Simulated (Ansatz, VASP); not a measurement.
## Cross-check of H20C30S7 (amorphous polythiophene at 400 K) between VASP and Ansatz

Wanted: the spread between two codes on one cell, functional and k mesh. The structure shown is the start of the Ansatz relaxation below; VASP solves that cell, so the two are compared at the walk's first step.

Main program and level: Ansatz 0.2.0; plane waves, with VASP 6.6.1 beside it; PBE with D3(BJ).

### Step 1. The structure

The cell holds 114 atoms: 60 C, 14 S and 40 H. Cell: a = 11.377 Å, b = 11.255 Å, c = 11.945 Å, α = 90.8°, β = 89.2°, γ = 100.2°. As first built, before any earlier steps moved the atoms or strained the cell (in the runner's words): 2 polythiophene chains of 7 units placed at random, at 1.28 g/cm^3; overlaps pushed apart, then 20 ps at 800 K with MMFF94 bonds, angles, torsions, charges and radii (Halgren, J. Comput. Chem. 17, 490 (1996)) in harmonic and 12-6 forms; charges of ions scaled by 0.8. Snapshot after 30 ps at 400 K and fixed volume.

### Step 2. Ansatz: relaxation, PBE with D3(BJ)

Ansatz runs on its default PAW (the set named soft_2) files.

The two programs are compared at the cell with which this relaxation starts, whose forces are those of its first step.

input.yaml

```yaml
crystal:
  lattice:
    - [11.33221, -1.00792, 0.07411]
    - [-1.00792, 11.20917, -0.07337]
    - [0.07411, -0.07337, 11.94478]
  atoms:
    - { symbol: C, position: [0.95621, 0.46219, 0.31084] }
    - { symbol: C, position: [0.91904, 0.47394, 0.19042] }
    - { symbol: C, position: [0.80818, 0.49012, 0.14878] }
    - { symbol: C, position: [0.80382, 0.49185, 0.02793] }
    - { symbol: C, position: [0.91198, 0.47682, 0.97562] }
    - { symbol: S, position: [0.01963, 0.46142, 0.07886] }
    - { symbol: C, position: [0.94017, 0.46729, 0.85536] }
    - { symbol: C, position: [0.86938, 0.4047, 0.76947] }
    - { symbol: C, position: [0.92968, 0.40991, 0.66224] }
    - { symbol: C, position: [0.04706, 0.47629, 0.66461] }
    - { symbol: S, position: [0.08146, 0.53516, 0.801] }
    - { symbol: C, position: [0.14067, 0.49369, 0.57648] }
    - { symbol: C, position: [0.22119, 0.59934, 0.54692] }
    - { symbol: C, position: [0.30984, 0.57814, 0.46504] }
    - { symbol: C, position: [0.29724, 0.45622, 0.43048] }
    - { symbol: S, position: [0.17592, 0.36731, 0.50208] }
    - { symbol: C, position: [0.37934, 0.39525, 0.36179] }
    - { symbol: C, position: [0.36357, 0.33102, 0.25951] }
    - { symbol: C, position: [0.46167, 0.27065, 0.2298] }
    - { symbol: C, position: [0.55378, 0.2877, 0.31] }
    - { symbol: S, position: [0.51909, 0.38243, 0.42054] }
    - { symbol: C, position: [0.66274, 0.23497, 0.3138] }
    - { symbol: C, position: [0.72788, 0.1924, 0.22516] }
    - { symbol: C, position: [0.82842, 0.14255, 0.26177] }
    - { symbol: C, position: [0.84317, 0.14722, 0.37946] }
    - { symbol: S, position: [0.72819, 0.21233, 0.44442] }
    - { symbol: C, position: [0.93716, 0.10961, 0.44562] }
    - { symbol: C, position: [0.94787, 0.10252, 0.56333] }
    - { symbol: C, position: [0.0554, 0.06348, 0.59722] }
    - { symbol: C, position: [0.1293, 0.04048, 0.50608] }
[... 78 atom lines left out ...]
    - { symbol: H, position: [0.08402, 0.73215, 0.30838] }
    - { symbol: H, position: [0.0588, 0.78822, 0.52969] }
    - { symbol: H, position: [0.96264, 0.73738, 0.7341] }
    - { symbol: H, position: [0.7518, 0.68037, 0.83417] }
    - { symbol: H, position: [0.66551, 0.55735, 0.75475] }
    - { symbol: H, position: [0.62411, 0.70474, 0.75453] }
kpoints:
  mp_grid: { grid: [1, 1, 1] }
hamiltonian:
  xc: pbe
  dispersion: d3bj
scf:
  occupations: { method: fixed }
output:
  forces: true
  eigenvalues: true
  stress: true
relax:
  f_tol: 0.05
  max_steps: 70
```

Command:

```
ansatz run input.yaml --threads 4 --pin off --max-ram 8192MiB --backend cpu --events-out ev --progress --plain --runs-dir out
```

Numbers of over 12 decimals in the logs are rounded to 6 here.

Log:

```text
Warning: output.stress: scf.convergence.dr2_threshold = 1e-7 eV (the SCF's general default) is looser than the 1.08e-8 eV advised for a printed stress (1e-10 eV for each atom of the cell: 114, of which 108 are counted). What an SCF threshold leaves in a stress goes as its square root, and in the free energy as the threshold itself, and one threshold admits the most on a small cell: [figures from the program's tests c [...]
Engine: ansatz 0.2.0, x86_64-unknown-linux-gnu
Pseudopotentials: kind: paw
Pseudopotential: C, paw, valence charge 4, recommended cutoff 420 eV (normal), C.paw.azcp
Pseudopotential: S, paw, valence charge 6, recommended cutoff 420 eV (normal), S.paw.azcp
Pseudopotential: H, paw, valence charge 1, recommended cutoff 420 eV (normal), H.paw.azcp
Functional definition: PBE
  parameter kappa = 0.804
  parameter beta = 0.066725
  exchange = pbe_x(kappa = kappa, mu = beta*pi^2/3)
  correlation = pbe_c(beta = beta)
Crystal: 114 atoms, lattice volume = 1505.035 Å³
Basis set: ecut = 420 eV, 29381 PW (Γ), exchange–correlation on 160×160×160 points (8 copies of the dense FFT grid, shifted against one another)
Bands: 296, of which v1, the nominal top of the filled ones, is band 182 counted from 1 (181 counted from 0)
Symmetry: 1 space group operations
Space group: P1 (ITA 1), of the structure as read, at distance tolerance 1.1e-4 Å
k-points: 1
Non-local potential: C, projectors of the file, l = 0: 2, l = 1: 2, l = 2: 1
Non-local potential: S, projectors of the file, l = 0: 2, l = 1: 2, l = 2: 2
Non-local potential: H, projectors of the file, l = 0: 2, l = 1: 1
PAW form: soft (Blöchl's): semilocal exchange-correlation on the pseudo side does not see the compensation charge
PAW one-centre angular grid: C, 110 points (default); XC on 64 Gauss nodes
PAW one-centre angular grid: S, 110 points (default); XC on 64 Gauss nodes
PAW one-centre angular grid: H, 110 points (default); XC on 64 Gauss nodes
Initial density: superposition of atomic densities (neutral atoms: chi_scale 0, normalization atom), corrected by the library's trained network
Initial wavefunctions: pseudopotential atomic-orbital guess
Functional: x = pbe(κ = 0.804, μ = 0.219515), c = pbe(β = 0.066725)
SCF iter   1: F=—  HF=-28321.691443 eV  |F-HF|=—  |Δ(HF+E_count)|=         —  Δρ=5.94e-3  dr2=1.10e0  ethr=1.77e-3  ⟨swp⟩=5.0  Hψ=1060  notcnv=0  defer=111
preconditioner: auto → Resta (q_TF=auto, 2.154 Å⁻¹)  ε∞=2.8  [insulator: Δε(μ)=1.544 eV  Ē_g=13.479 eV  n_scr=246 (ndim 8)  ℏωp=18.3 eV  f_vac=0.162  ε∞_Penn≈2.8]
SCF iter   2: F=—  HF=-28321.448228 eV  |F-HF|=—  |Δ(HF+E_count)|=   2.43e-1  Δρ=2.73e-3  dr2=1.05e-1  ethr=3.01e-4  ⟨swp⟩=2.0  Hψ=379  notcnv=0  defer=112
SCF iter   3: F=—  HF=-28321.447859 eV  |F-HF|=—  |Δ(HF+E_count)|=   3.69e-4  Δρ=1.16e-3  dr2=2.57e-2  ethr=2.87e-5  ⟨swp⟩=2.0  Hψ=306  notcnv=0  defer=112
SCF iter   4: F=—  HF=-28321.452018 eV  |F-HF|=—  |Δ(HF+E_count)|=   4.16e-3  Δρ=4.87e-4  dr2=6.27e-3  ethr=7.07e-6  ⟨swp⟩=2.0  Hψ=440  notcnv=0  defer=112
SCF iter   5: F=—  HF=-28321.451885 eV  |F-HF|=—  |Δ(HF+E_count)|=   1.33e-4  Δρ=1.69e-4  dr2=6.25e-4  ethr=1.72e-6  ⟨swp⟩=2.0  Hψ=356  notcnv=0  defer=112
SCF iter   6: F=—  HF=-28321.452175 eV  |F-HF|=—  |Δ(HF+E_count)|=   2.90e-4  Δρ=6.44e-5  dr2=9.35e-5  ethr=1.72e-7  ⟨swp⟩=2.0  Hψ=304  notcnv=0  defer=112
SCF iter   7: F=-28321.452205 eV  HF=-28321.452210 eV  |F-HF|=4.96e-6  |Δ(HF+E_count)|=   3.52e-5  Δρ=2.85e-5  dr2=1.92e-5  ethr=1.72e-8  ⟨swp⟩=18.0  Hψ=2152  notcnv=0
SCF 1 converged in 7 iterations: F = -28321.452205 eV  dr2 = 1.92e-5
  greatest PAW one-centre occupation: 0.864 electrons in one spin orbital (limit 2), on the S atom at site 15 (counted from 0), in its partial waves of l = 0
relax step   1: F+E_penalty+E_count = -28321.45220494 eV  Δ(F+E_penalty+E_count) = +0.000e0 eV  max|allowed force component| = 1.041e0 eV/Å  Δτ_max = 0.0000 Å  (7 SCF iters, dr2 threshold 6.25e-5 eV, accepted)
Initial density: handed on by an earlier stage of this run
Initial wavefunctions: those handed on with the density
[...]
- { symbol: C, position: [0.876930, 0.404225, 0.768002] }
    - { symbol: C, position: [0.936833, 0.409002, 0.663164] }
    - { symbol: C, position: [0.052356, 0.473164, 0.666105] }
    - { symbol: S, position: [0.086015, 0.529357, 0.800574] }
    - { symbol: C, position: [0.145152, 0.490369, 0.580480] }
    - { symbol: C, position: [0.225994, 0.593630, 0.553924] }
    - { symbol: C, position: [0.314550, 0.572755, 0.475310] }
    - { symbol: C, position: [0.301763, 0.453567, 0.440004] }
    - { symbol: S, position: [0.179356, 0.366864, 0.506236] }
    - { symbol: C, position: [0.382746, 0.394064, 0.372799] }
    - { symbol: C, position: [0.367922, 0.332630, 0.271593] }
    - { symbol: C, position: [0.464716, 0.274747, 0.241382] }
    - { symbol: C, position: [0.555083, 0.290635, 0.320080] }
    - { symbol: S, position: [0.519961, 0.381200, 0.430035] }
    - { symbol: C, position: [0.662688, 0.239755, 0.321789] }
    - { symbol: C, position: [0.724487, 0.197783, 0.233351] }
    - { symbol: C, position: [0.823405, 0.147879, 0.266898] }
    - { symbol: C, position: [0.840328, 0.151390, 0.382000] }
    - { symbol: S, position: [0.729465, 0.216245, 0.448417] }
    - { symbol: C, position: [0.932557, 0.111966, 0.445131] }
    - { symbol: C, position: [0.942847, 0.101667, 0.560312] }
    - { symbol: C, position: [0.047478, 0.061053, 0.592371] }
    - { symbol: C, position: [0.119701, 0.039427, 0.502394] }
    - { symbol: S, position: [0.055187, 0.069763, 0.377121] }
    - { symbol: C, position: [0.230266, 0.993894, 0.503594] }
    - { symbol: C, position: [0.276753, 0.934239, 0.588687] }
    - { symbol: C, position: [0.388046, 0.901284, 0.560191] }
    - { symbol: C, position: [0.427809, 0.933651, 0.453475] }
    - { symbol: S, position: [0.327671, 0.00944482, 0.388753] }
    - { symbol: C, position: [0.537240, 0.910228, 0.393427] }
    - { symbol: H, position: [0.962416, 0.371331, 0.322271] }
    - { symbol: H, position: [0.047372, 0.518840, 0.317779] }
    - { symbol: H, position: [0.894275, 0.497443, 0.356835] }
    - { symbol: H, position: [0.738677, 0.498173, 0.193672] }
    - { symbol: H, position: [0.732650, 0.499750, 0.973330] }
    - { symbol: H, position: [0.786619, 0.355415, 0.782705] }
    - { symbol: H, position: [0.896882, 0.367749, 0.586564] }
    - { symbol: H, position: [0.220921, 0.681838, 0.590136] }
    - { symbol: H, position: [0.386524, 0.642488, 0.445440] }
    - { symbol: H, position: [0.287898, 0.327884, 0.221577] }
    - { symbol: H, position: [0.466457, 0.219056, 0.166412] }
    - { symbol: H, position: [0.699593, 0.205318, 0.146618] }
    - { symbol: H, position: [0.881619, 0.110032, 0.208578] }
    - { symbol: H, position: [0.876100, 0.123947, 0.619391] }
    - { symbol: H, position: [0.070838, 0.047971, 0.678833] }
    - { symbol: H, position: [0.231097, 0.914723, 0.668661] }
    - { symbol: H, position: [0.438105, 0.854015, 0.616476] }
    - { symbol: H, position: [0.595567, 0.874110, 0.451527] }
    - { symbol: H, position: [0.515636, 0.843791, 0.324958] }
    - { symbol: H, position: [0.588977, 0.992173, 0.356158] }
[...]
- { symbol: S, position: [0.270824, 0.026671, 0.879525] }
[...]
- { symbol: S, position: [0.353822, 0.762606, 0.881963] }
[...]
- { symbol: S, position: [0.480104, 0.425195, 0.953501] }
[...]
- { symbol: S, position: [0.601238, 0.179324, 0.931809] }
[...]
- { symbol: S, position: [0.702900, 0.944514, 0.036714] }
[...]
- { symbol: C, position: [0.980686, 0.797554, 0.156987] }
    - { symbol: C, position: [-0.00679111, 0.762197, 0.268214] }
    - { symbol: C, position: [0.892929, 0.765299, 0.335003] }
    - { symbol: S, position: [0.782436, 0.813366, 0.257248] }
    - { symbol: C, position: [0.875572, 0.739814, 0.452566] }
    - { symbol: C, position: [0.961198, 0.749075, 0.534949] }
    - { symbol: C, position: [0.912462, 0.722599, 0.643341] }
    - { symbol: C, position: [0.789746, 0.692213, 0.646241] }
    - { symbol: S, position: [0.733786, 0.694932, 0.511893] }
    - { symbol: C, position: [0.709433, 0.656987, 0.744470] }
    - { symbol: H, position: [0.222421, 0.323631, 0.902809] }
    - { symbol: H, position: [0.074247, 0.243011, 0.893411] }
    - { symbol: H, position: [0.181580, 0.225059, 0.788183] }
    - { symbol: H, position: [0.142770, 0.167108, 0.113286] }
[...]
- { symbol: H, position: [0.966677, 0.855967, 0.911275] }
    - { symbol: H, position: [0.050304, 0.800875, 0.093280] }
    - { symbol: H, position: [0.073163, 0.734242, 0.299900] }
    - { symbol: H, position: [0.055826, 0.778109, 0.517160] }
    - { symbol: H, position: [0.965935, 0.724951, 0.718536] }
    - { symbol: H, position: [0.760108, 0.677071, 0.821984] }
    - { symbol: H, position: [0.671560, 0.560004, 0.743119] }
    - { symbol: H, position: [0.634056, 0.705959, 0.748173] }
```

### Step 3. VASP: single point, PBE with D3(BJ), start cell, pair 1

The same cell, functional and mesh now go to VASP, with its own data sets.

Lines of VASP's logs that name or quote its potential files are left out, and so is its time.

INCAR

```
SYSTEM = H20C30S7
PREC = Accurate
ENCUT = 520
EDIFF = 1E-06
NELM = 120
ISMEAR = 0
SIGMA = 0.01
LREAL = Auto
ALGO = Normal
GGA = PE
IVDW = 12
NBANDS = 272
LORBIT = 11
LWAVE = .FALSE.
LCHARG = .FALSE.
ISIF = 2
LASPH = .TRUE.
GGA_COMPAT = .FALSE.
EFERMI = MIDGAP
NCORE = 4
```

POSCAR

```
H20C30S7
1.0
   11.3322100000     -1.0079200000      0.0741100000
   -1.0079200000     11.2091700000     -0.0733700000
    0.0741100000     -0.0733700000     11.9447800000
C S H
60 14 40
Direct
    0.9562138770      0.4621924380      0.3108425646
    0.9190425365      0.4739416657      0.1904231688
    0.8081805625      0.4901163486      0.1487817754
    0.8038216899      0.4918506161      0.0279298450
    0.9119841501      0.4768228598      0.9756226023
    0.9401699893      0.4672936565      0.8553618683
    0.8693782509      0.4046972096      0.7694711005
    0.9296842124      0.4099086413      0.6622370692
    0.0470610781      0.4762882949      0.6646131260
    0.1406680033      0.4936920620      0.5764775308
    0.2211881900      0.5993367733      0.5469235166
    0.3098388479      0.5781438309      0.4650362967
    0.2972442095      0.4562231126      0.4304762684
    0.3793403980      0.3952468568      0.3617886931
    0.3635665119      0.3310223612      0.2595060936
    0.4616721119      0.2706524375      0.2298027464
    0.5537761057      0.2877025355      0.3099988772
    0.6627369840      0.2349691435      0.3137960053
    0.7278844571      0.1924022214      0.2251588588
    0.8284246012      0.1425521839      0.2617682792
    0.8431684136      0.1472176425      0.3794640125
    0.9371567228      0.1096132789      0.4456163815
    0.9478722735      0.1025241906      0.5633318810
    0.0554016271      0.0634800239      0.5972191798
    0.1293036584      0.0404810229      0.5060777510
    0.2417713029      0.9938201331      0.5071921720
    0.2887100285      0.9308697852      0.5926272075
    0.4007931269      0.8952118462      0.5617331516
    0.4403766637      0.9289438559      0.4528438612
    0.5494123303      0.9026462255      0.3891415502
[... 78 atom lines left out ...]
    0.0840168063      0.7321512490      0.3083766676
    0.0587979108      0.7882231437      0.5296936753
    0.9626380368      0.7373804690      0.7340997909
    0.7517982439      0.6803675648      0.8341721489
    0.6655129060      0.5573526030      0.7547541101
    0.6241059601      0.7047362556      0.7545265803
```

KPOINTS

```
Automatic mesh
0
Gamma
1 1 1
0 0 0
```

PAW data sets: C, S and H (PBE family, release 64).

Command:

```
mpirun -np 16 vasp_gam
```

Log:

```text
[banner, memory and clock lines left out]
running   16 mpi-ranks, on    1 nodes
[...]
LDA part: xc-table for (Slater+PW92), standard interpolation
 POSCAR, INCAR and KPOINTS ok, starting setup
[...]
entering main loop
       N       E                     dE             d eps       ncg     rms          rms(c)
DAV:   1     0.257947043418E+04    0.25795E+04   -0.18314E+05   552   0.123E+03
DAV:   2    -0.482660430092E+03   -0.30621E+04   -0.28908E+04   680   0.274E+02
DAV:   3    -0.794313163086E+03   -0.31165E+03   -0.30749E+03   680   0.883E+01
DAV:   4    -0.803659570299E+03   -0.93464E+01   -0.92887E+01   696   0.173E+01
[...]
DAV:  17    -0.738310225179E+03    0.30358E-05   -0.35090E-06   536   0.705E-03    0.581E-03
DAV:  18    -0.738310221787E+03    0.33919E-05   -0.47874E-06   624   0.796E-03    0.546E-03
DAV:  19    -0.738310222304E+03   -0.51690E-06   -0.44368E-06   600   0.497E-03
   1 F= -.74830575E+03 E0= -.74830575E+03  d E =0.000000E+00
```

Parts of OUTCAR (step 3):

```text
  FREE ENERGIE OF THE ION-ELECTRON SYSTEM (eV)
  ---------------------------------------------------
  free  energy   TOTEN  =      -748.3057527111 eV

  energy  without entropy=     -748.3057527111  energy(sigma->0) =     -748.30575271
```

The run ends at a pressure of -6.39 GPa, with forces up to 1.2 eV/Å.

### Step 4. Comparison

Known differences besides the potentials themselves: fixed occupations in Ansatz, narrow Gaussian smearing in VASP; the cutoff is 420 eV in Ansatz and 520 eV in VASP (PREC = Accurate, projectors in real space). Total energies have different zeros and are not compared.

Forces on 10 of the 114 atoms, those with the largest forces and the largest differences (eV/Å; atoms numbered as in POSCAR):

| atom | Ansatz x, y, z | VASP x, y, z |
| --- | --- | --- |
| C10 | 0.285, 0.310, 0.010 | 0.295, 0.216, -0.029 |
| C21 | 0.060, -0.029, -0.393 | 0.001, 0.016, -0.322 |
| C40 | -0.089, 0.057, -0.396 | -0.044, -0.003, -0.325 |
| S61 | -1.041, 0.222, 0.043 | -1.130, 0.242, 0.045 |
| S63 | 0.312, 1.000, 0.011 | 0.339, 1.093, 0.011 |
| S64 | -0.474, -0.366, -0.868 | -0.512, -0.398, -0.948 |
| S67 | 0.046, -0.490, 0.948 | 0.048, -0.531, 1.034 |
| S68 | -0.373, 0.142, 0.975 | -0.404, 0.156, 1.066 |
| S72 | 0.793, -0.085, -0.682 | 0.862, -0.094, -0.745 |
| S74 | 0.949, 0.202, 0.434 | 1.031, 0.218, 0.470 |

The forces differ by 35 meV/Å r.m.s., which is 9.2 % of the r.m.s. force of 0.385 eV/Å (both taken over all components).

### Step 5. Ansatz: relaxation, PBE with D3(BJ)

The two programs are compared at the cell with which this relaxation starts, whose forces are those of its first step. The cell compared in this pair holds 1277.86 Å³, against 1505.04 Å³ for the pair before.

The structure compared here is the start of the Ansatz relaxation; VASP solves that cell, so the two are compared at the walk's first step.

Changes to input.yaml since step 2:

```diff
@@ -2,5 +2,5 @@
   lattice:
-    - [11.33221, -1.00792, 0.07411]
-    - [-1.00792, 11.20917, -0.07337]
-    - [0.07411, -0.07337, 11.94478]
+    - [10.73067, -0.95442, 0.07017]
+    - [-0.95442, 10.61417, -0.06948]
+    - [0.07017, -0.06948, 11.31073]
   atoms:
```

Command:

```
ansatz run input.yaml --threads 4 --pin off --max-ram 8192MiB --backend cpu --events-out ev --progress --plain --runs-dir out
```

Log:

```text
[...]
Crystal: 114 atoms, lattice volume = 1277.862 Å³
Basis set: ecut = 420 eV, 24931 PW (Γ), exchange–correlation on 150×144×160 points (8 copies of the dense FFT grid, shifted against one another)
Bands: 296, of which v1, the nominal top of the filled ones, is band 182 counted from 1 (181 counted from 0)
Symmetry: 1 space group operations
[...]
k-points: 1
[...]
- { symbol: S, position: [0.789066, 0.792160, 0.260650] }
[...]
- { symbol: C, position: [0.966166, 0.761129, 0.563475] }
    - { symbol: C, position: [0.910568, 0.739417, 0.676605] }
    - { symbol: C, position: [0.783493, 0.691071, 0.675118] }
    - { symbol: S, position: [0.732254, 0.669054, 0.530275] }
    - { symbol: C, position: [0.696091, 0.657835, 0.777176] }
[...]
- { symbol: H, position: [0.961925, 0.760173, 0.758430] }
    - { symbol: H, position: [0.746621, 0.685857, 0.859473] }
    - { symbol: H, position: [0.659102, 0.555094, 0.780266] }
    - { symbol: H, position: [0.614854, 0.706921, 0.774354] }
```

(Part 1 of 2 ends here.)

[Lines on the potential files, build, host, timing and source positions are cut from VASP's logs without a mark.]

[Logs are printed without paths, hosts, clocks, repeated set-up lines and the standing remarks that a program may print on its own settings, such as how far it seeks lower states.]

[Hosts, paths, dates, database ids (printed as entryN), source tags and the programs' standing remarks are cut or masked in the printed files.]

[The MMFF94 radii named for the starting cell were scaled by 0.96; in molecules described by MMFF94, hydrogen bound to N, O or S took a small fixed 12-6 site in their place.]
